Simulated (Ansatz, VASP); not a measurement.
# Two plane-wave programs on SrP6

File INCAR:

```
SYSTEM = SrP6
ALGO     = Normal         ! electronic algorithm
EDIFF    = 1E-6           ! SCF threshold, eV
ENCUT    = 520            ! plane-wave cutoff, eV
GGA      = PE             ! functional
ISIF     = 2              ! what is computed and relaxed
ISMEAR   = 0              ! smearing method
LASPH    = .True.         ! aspherical terms in the spheres
LCHARG   = .False.        ! write CHGCAR
LREAL    = .False.        ! projectors in reciprocal space
LWAVE    = .False.        ! write WAVECAR
NBANDS   = 29             ! bands
NELM     = 100            ! most SCF steps
PREC     = Accurate       ! precision mode
SIGMA    = 0.1            ! smearing width, eV
```

File KPOINTS:

```
k-points
0
Gamma
  4 4 4
  0 0 0
```

POSCAR

```
SrP6
1.0
    0.0000000000      4.2878163000      4.2878163000
    4.2878163000      0.0000000000      4.2878163000
    4.2878163000      4.2878163000      0.0000000000
Sr P
1 6
Direct
    0.0000000000      0.0000000000      0.0000000000
    0.5000000000      0.5000000000      0.0000000000
    0.5000000000      0.0000000000      0.5000000000
    0.0000000000      0.0000000000      0.5000000000
    0.0000000000      0.5000000000      0.0000000000
    0.0000000000      0.5000000000      0.5000000000
    0.5000000000      0.0000000000      0.0000000000
```

Input for Ansatz:

```yaml
crystal:
  lattice:
    - [0.0, 4.2878163, 4.2878163]
    - [4.2878163, 0.0, 4.2878163]
    - [4.2878163, 4.2878163, 0.0]
  atoms:
    - { symbol: Sr, position: [0.0, 0.0, 0.0] }
    - { symbol: P, position: [0.5, 0.5, 0.0] }
    - { symbol: P, position: [0.5, 0.0, 0.5] }
    - { symbol: P, position: [0.0, 0.0, 0.5] }
    - { symbol: P, position: [0.0, 0.5, 0.0] }
    - { symbol: P, position: [0.0, 0.5, 0.5] }
    - { symbol: P, position: [0.5, 0.0, 0.0] }
basis:
  ecutwfc: 420
kpoints:
  mp_grid: { grid: [4, 4, 4] }
hamiltonian:
  xc: pbe
scf:
  occupations: { method: gaussian, width: 0.1 }
  lower_state_search: "off"
output:
  forces: true
  stress: true
  eigenvalues: true
```

Change from the starting cell: species swapped into the Zn6Mo type (Fm-3m, No. 225).

Alike in both runs: task single point; functional PBE; k mesh 4 × 4 × 4; occupations gaussian, width 0.1 eV; no spin polarisation.

```csv
,VASP,Ansatz
version,VASP 6.6.1,Ansatz 0.2.0
potentials or method,"VASP PAW PBE potentials, release 64 (Sr_sv, P)","scalar-relativistic, plane waves, PAW"
plane-wave cutoff (eV),520,420
valence electrons in the cell,40,40
```

|  | VASP | Ansatz | Ansatz less VASP |
| --- | --- | --- | --- |
| gap on the k mesh at the Fermi level (eV) | none | none | - |
| pressure (GPa) | -8.2 | -8.3 | -0.11 |

A gap of «none» marks a metal or a gap that the smearing closes.
